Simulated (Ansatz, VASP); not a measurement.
# WC (Qusongite): VASP beside Ansatz, part 2 of 2

Wanted: the spread between two codes on one cell, functional and k mesh. The cell is taken from a series of runs on this material, whose earlier steps may have relaxed, scaled, displaced or heated it; both programs get it as it stands.

VASP 6.6.1 and Ansatz 0.2.0.

So far: Starting point; VASP: zone-centre phonons, LDA.

## Step 3: Ansatz: zone-centre phonons, LDA

Level of this step: Ansatz beside VASP: Kohn-Sham DFT, plane waves, LDA (Ansatz).

Ansatz runs on its PAW soft_1 files.

The same cell, functional (in two slightly different forms), mesh and smearing now go to Ansatz, which takes its cutoff from its data sets.

The input, input.yaml:

```yaml
crystal:
  lattice:
    - [2.9253674746, 0.0, 0.0]
    - [-1.4626837373, 2.5334425484, 0.0]
    - [0.0, 0.0, 2.8430575539]
  atoms:
    - { symbol: C, position: [0.6666666667, 0.3333333333, 0.5] }
    - { symbol: W, position: [0.0, 0.0, 0.0] }
kpoints:
  mp_grid: { grid: [18, 18, 16] }
hamiltonian:
  xc: lda
  pseudopotentials: { kind: paw, azcp: { folder: soft_1 }, xc_functional: pbe }
scf:
  occupations: { method: methfessel_paxton, width: 0.2 }
output:
  eigenvalues: true
phonons:
  method: dfpt
```

Run with:

```
ansatz run input.yaml --threads 4 --pin off --max-ram 10240MiB --backend cpu --events-out ev --progress --plain --runs-dir out
```

Numbers of over 12 decimals in the logs are rounded to 6 here.

What it wrote:

```text
zone centre: on kpoints.mp_grid the ground state, and the responses unless they are solved on pairs of k-points, stand on 819 of the mesh's 5184 k-points, reduced under 4 symmetry operations, with k and −k counted as one. Each operation leaves every solved displacement unchanged or reverses it
Engine: ansatz 0.2.0, x86_64-unknown-linux-gnu
Pseudopotentials: kind: paw
Pseudopotential: C, paw, valence charge 4, recommended cutoff 420 eV (normal), soft_1/C.paw.azcp
Pseudopotential: W, paw, valence charge 14, recommended cutoff 420 eV (normal), soft_1/W.paw.azcp
Functional definition: SPW92
  exchange = slater_x
  correlation = pw_c
Crystal: 2 atoms, lattice volume = 21.071 Å³
Basis set: ecut = 420 eV, 405 PW (Γ), exchange–correlation on 40×40×40 points (8 copies of the dense FFT grid, shifted against one another)
Bands: 13, of which v1, the nominal top of the filled ones, is band 9 counted from 1 (8 counted from 0)
Symmetry: 12 space group operations
k-points: 819 of 5184 (irreducible under 4 space group operations, time reversal used)
Non-local potential: C, projectors of the file, l = 0: 2, l = 1: 2, l = 2: 1
Non-local potential: W, projectors of the file, l = 0: 3, l = 1: 2, l = 2: 2, l = 3: 1
PAW form: soft (Blöchl's): semilocal exchange-correlation on the pseudo side does not see the compensation charge
PAW frozen core: C, regenerated for the run's functional, and the local potential with it (the file was generated under x = pbe(κ = 0.804, μ = 0.219515), c = pbe(β = 0.066725))
PAW frozen core: W, regenerated for the run's functional, and the local potential with it (the file was generated under x = pbe(κ = 0.804, μ = 0.219515), c = pbe(β = 0.066725))
PAW one-centre angular grid: C, 110 points (default); XC on 64 Gauss nodes
PAW one-centre angular grid: W, 590 points (default); XC on 64 Gauss nodes
Initial density: superposition of atomic densities (chi_scale 0.1, normalization cell, long waves kept (reshape's long-wave potential 0.00 eV rms))
Initial wavefunctions: pseudopotential atomic-orbital guess
Functional: x = slater, c = lda
SCF iter   1: F=—  HF=-10375.368584 eV  |F-HF|=—  |Δ(HF+E_count)|=         —  Δρ=1.30e-1  dr2=4.87e0  ethr=3.10e-3  ⟨swp⟩=5.0  Hψ=53315  notcnv=0
preconditioner: auto → none  [metal: Δε(μ)=0.037 eV  Ē_g=10.572 eV  σ=0.200 eV  W_gap=0.15  n_scr=8 (ndim 8)  ℏωp=25.6 eV  f_vac=0.000  D(μ)=0.18/eV (n_scr^D=0)  sad-step TF]
SCF iter   2: F=—  HF=-10374.766692 eV  |F-HF|=—  |Δ(HF+E_count)|=   6.02e-1  S|Δr|=    0.00e0  Δρ=9.15e-2  dr2=2.48e0  ethr=3.10e-3  ⟨swp⟩=2.0  Hψ=20318  notcnv=0
SCF iter   3: F=—  HF=-10374.141203 eV  |F-HF|=—  |Δ(HF+E_count)|=   6.25e-1  S|Δr|=    0.00e0  Δρ=7.63e-3  dr2=1.19e-2  ethr=3.10e-3  ⟨swp⟩=2.2  Hψ=18231  notcnv=0
SCF iter   4: F=—  HF=-10374.140066 eV  |F-HF|=—  |Δ(HF+E_count)|=   1.14e-3  S|Δr|=    0.00e0  Δρ=1.08e-3  dr2=1.10e-4  ethr=6.64e-5  ⟨swp⟩=1.1  Hψ=17063  notcnv=0
SCF iter   5: F=—  HF=-10374.140126 eV  |F-HF|=—  |Δ(HF+E_count)|=   6.02e-5  S|Δr|=    0.00e0  Δρ=1.56e-4  dr2=2.48e-6  ethr=6.13e-7  ⟨swp⟩=2.3  Hψ=16425  notcnv=0
SCF iter   6: F=—  HF=-10374.140126 eV  |F-HF|=—  |Δ(HF+E_count)|=   6.20e-7  S|Δr|=    0.00e0  Δρ=1.90e-5  dr2=4.29e-8  ethr=1.38e-8  ⟨swp⟩=2.6  Hψ=17182  notcnv=0
SCF iter   7: F=—  HF=-10374.140127 eV  |F-HF|=—  |Δ(HF+E_count)|=   9.65e-7  S|Δr|=    0.00e0  Δρ=3.40e-6  dr2=1.93e-9  ethr=2.39e-10  ⟨swp⟩=2.0  Hψ=14902  notcnv=0
SCF iter   8: F=—  HF=-10374.140127 eV  |F-HF|=—  |Δ(HF+E_count)|=  6.66e-10  S|Δr|=    0.00e0  Δρ=5.04e-7  dr2=2.35e-11  ethr=1.07e-11  ⟨swp⟩=2.6  Hψ=16581  notcnv=0
SCF iter   9: F=-10374.140127 eV  HF=-10374.140127 eV  |F-HF|=0.00e0  |Δ(HF+E_count)|=  1.82e-12  S|Δr|=    0.00e0  Δρ=4.77e-8  dr2=1.18e-13  ethr=1.00e-12  ⟨swp⟩=5.0  Hψ=39950  notcnv=0
SCF 1 converged in 9 iterations: F = -10374.140127 eV  dr2 = 1.18e-13
  greatest PAW one-centre occupation: 0.999 electrons in one spin orbital (limit 2), on the W atom at site 1 (counted from 0), in its partial waves of l = 0
DFPT response loops at Γ: preconditioner auto → Kerker (q_TF=auto, 2.658 Å⁻¹) (partly filled bands, converged f_vac=0.000); β = 1.00, the filter's whole step (`scf.mixing.beta` (0.50) is not read by the response loops under this deck's `scf.mixing.preconditioner`; to damp them name `kerker` or `kerker_dos`, under which they read `scf.mixing.beta`, and type it under 1.00, their step now; both keys bind the ground state too); Broyden in place of MSR1
SCF converged after 9 iterations
Stability not checked: this state was not tested for a lower state beside it, because cold or Methfessel-Paxton smearing, or corrected tetrahedra, fill the levels in a way that the test cannot read (fill_not_monotonic; see scf.lower_state_search)
Free energy (F): -10374.140127 eV
Harris-Foulkes:  -10374.140127 eV  (|F-HF|=0.00e0)
Internal energy: -10374.139788 eV  (E = F + TS)
E sigma→0 (E₀):  -10374.140042 eV
Entropy (-TS):   -0.000338 eV (-0.169 meV/atom)
Fermi energy:    19.748271 eV
--- Per-component energies (eV) ---
  E_band       = -72.342077
  E_kinetic    = 508.351528
  E_local      = -620.685215  (includes V_loc(G=0)·N_el)
  E_nonlocal   = 3.817752
  E_hartree    = 250.773772
  E_xc         = -313.297420
  E_vxc        = -290.213691  (∫ρ·V_xc dr)
  E_paw        = -8416.399994  (= ΣΔE_a)
  E_vpaw       = -175.160160  (= ΣTr[D̂ρ^β])
  E_aug_tail   = 0.000165  (compensation charges beyond the density's cutoff)
  E_ewald      = -1787.046459
  E_core_change = 0.346082  (= ΣΔE_core)
  E_smearing   = -0.000338  (= −TS)
  E_closure    = 0.000000  (closes the sum)
  Σ components = -10374.140127   (vs F -10374.140127, Δ=0.00e0)
--- Band table (eV; the first three rows and the last of 819) ---
  k-point 0: bands = [... 5 lower, 15.5266, 16.4446, 16.4446, 19.8969, 22.8706, 22.8706, 25.2726, 25.2726]
  k-point 1: bands = [... 5 lower, 15.4853, 16.4877, 16.4877, 19.8748, 22.5316, 22.5316, 25.4802, 25.4802]
  k-point 2: bands = [... 5 lower, 15.3112, 16.6138, 16.6138, 19.8995, 21.8132, 21.8132, 25.7804, 25.7804]
  k-point 818: bands = [... 5 lower, 13.5085, 14.0865, 17.7995, 18.5281, 24.6718, 25.0347, 25.6370, 29.0931]
--- Phonons (Γ-DFPT): 4 representative perturbations + reference, on 819 of 5184 k-points (Σ response iterations 12) ---
  k mesh reduced under 4 symmetry operations, with k and −k counted as one. Each operation leaves every solved displacement unchanged or reverses it
  ASR residual: 2.452e-5 → 0.000e0 eV/Å²; symmetrization residual: 1.232e-6 eV/Å²
  ASR residual per site (eV/Å²): 5.68e-6 2.45e-5
  Γ frequencies (cm⁻¹): 0.00 0.00 0.00 549.12 587.43 587.43
  non-analytic LO–TO correction: not included (Born effective charges unavailable; polar crystals: no LO–TO splitting at Γ)
```

## Step 4: Side by side

Known differences besides the potentials themselves: the data sets hold 18 valence electrons in Ansatz (on its PAW soft_1 files) and 10 in VASP; the cutoff is 420 eV in Ansatz and 600 eV in VASP; VASP's log shows a relativistic correction to its local exchange, Ansatz's none. Total energies have different zeros and are not compared.

The two programs side by side:

| quantity | Ansatz | VASP | difference |
| --- | --- | --- | --- |
| optical mode 1 (cm⁻¹) | 549.1 | 552.1 | -0.54 % |
| optical mode 2 to 3 (cm⁻¹) | 587.4 | 593.0 | -0.94 % |

Modes are paired by rising frequency, not by their patterns, so a pair may set unlike modes beside each other; they are those without the splitting of longitudinal modes.

## Step 5: What came out

```yaml
r_m_s_difference_of_the_optical_zone_centre_modes_each_program_s_sorted_by_frequency_zone_centre_phonons_lda: 4.9 cm⁻¹
difference_in_optical_mode_2_to_3_zone_centre_phonons_lda: -0.9 %
```

In words: The r.m.s. difference of the optical zone-centre modes, each program's sorted by frequency is 4.9 cm⁻¹ (zone-centre phonons, LDA). The data sets hold unlike numbers of valence electrons (18 in Ansatz and 10 in VASP), so part of the differences comes from the potentials. Among the rows given in per cent, the largest difference of the zone-centre phonons, LDA pair is in optical mode 2 to 3, -0.9 %. Such differences can come from data sets, numerical settings and the points named under the comparisons, not from the functional's error against experiment.

[Lines on the potential files, build, host, timing and source positions are cut from VASP's logs without a mark.]

[Logs are printed without paths, hosts, clocks, repeated set-up lines and the standing remarks that a program may print on its own settings, such as how far it seeks lower states.]

[Hosts, paths, dates, database ids (printed as entryN), source tags and the programs' standing remarks are cut or masked in the printed files.]
